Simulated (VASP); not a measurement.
Mg2C, 3 atoms in the cell. It takes space group I4/mmm (No. 139, tetragonal). The conventional cell has a = 3.748 Å, b = 3.748 Å, c = 5.422 Å, α = 90.00°, β = 90.00°, γ = 90.00°. C (site symmetry 4/mmm) is surrounded by 8 Mg at 2.31 Å. Mg (site symmetry -4m2) is surrounded by 4 C at 2.31 Å and 4 Mg at 2.65 Å. The cell was built by a generator and needn't be a form met in nature. The cell isn't the ideal one: biaxial_xy strain -2.2%.

| Property | Result |
| --- | --- |
| Program | VASP 6.6.1 |
| Task | single point |
| Functional | PBE |
| Potentials or basis | VASP PAW PBE potentials, release 64 (C, Mg) |
| Cutoff | 520 eV |
| k mesh | 8 × 8 × 8 |
| Occupations | fermi-dirac, width 0.02 eV |
| Spin | no spin polarisation |
| Dipole correction | no |
| Further INCAR settings | ALGO = Normal; EDIFF = 1e-06; NBANDS = 11 |

Potentials or basis: VASP PAW PBE potentials, release 64 (C, Mg).

The run is started by

```bash
$ cat potpaw_PBE.64/C/POTCAR potpaw_PBE.64/Mg/POTCAR > POTCAR
$ mpirun -np 1 vasp_std > vasp.out
```

Hardware: 1 thread of Intel(R) Xeon(R) Platinum 8488C (Sapphire Rapids), on a shared host.

Problem. Estimate the wall time of this run.

Solution. Wall time 22 s on 1 thread of Intel(R) Xeon(R) Platinum 8488C (Sapphire Rapids), on a shared host, peak memory 0.16 GiB. Counts: scf iterations 12, k points 59.
